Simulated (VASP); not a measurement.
A run of VASP 6.6.1 is set up as follows.

Contents of INCAR:

```
SYSTEM = NbWS4
ALGO = Fast ; EDIFF = 1E-5
ENCUT = 520 ; GGA = PE
ISIF = 2 ; ISMEAR = 0
LASPH = .TRUE. ; LCHARG = .FALSE.
LREAL = Auto ; LWAVE = .FALSE.
NELM = 80 ; PREC = Normal
SIGMA = 0.15
```

KPOINTS

```
k-points
0
G
  2 7 4
  0 0 0
```

Contents of POSCAR:

```
NbWS4
1.0
   13.4164600000      0.0000000000      0.0000000000
    0.0000000000      3.2706300000      0.0000000000
    0.0000000000      0.0000000000      5.6821900000
Nb W S
2 2 8
Direct
    0.7500000000      0.0000000000      0.6715460000
    0.2500000000      0.0000000000      0.3284540000
    0.7500000000      0.5000000000      0.1625040000
    0.2500000000      0.5000000000      0.8374960000
    0.8646490000      0.0000000000      0.3276980000
    0.6353510000      0.0000000000      0.3276980000
    0.8671780000      0.5000000000      0.8382190000
    0.6328220000      0.5000000000      0.8382190000
    0.3646490000      0.0000000000      0.6723020000
    0.1353510000      0.0000000000      0.6723020000
    0.3671780000      0.5000000000      0.1617810000
    0.1328220000      0.5000000000      0.1617810000
```

Potentials or basis: VASP PAW PBE potentials, release 64 (Nb_sv, W_sv, S).

The run is started by

```console
$ cat potpaw_PBE.64/Nb_sv/POTCAR potpaw_PBE.64/W_sv/POTCAR potpaw_PBE.64/S/POTCAR > POTCAR
$ mpirun -np 1 vasp_std > vasp.out
```

Task: What does it give for the pressure?

Result: 0.0 GPa.

Task: Estimate the band gap on the k mesh.

Result: None (metal or under the smearing width).

Task: Predict the largest force.

Result: 0.062 eV/Å.

Stress tensor (GPa, compression positive):
```
-0.11  0.00  0.00
 0.00  0.23  0.00
 0.00  0.00 -0.05
```

Caveat: this functional lacks dispersion, which binds the layers, so the pressure and a relaxed spacing across them are unreliable. The run has no spin-orbit coupling, so splittings on W are missing.
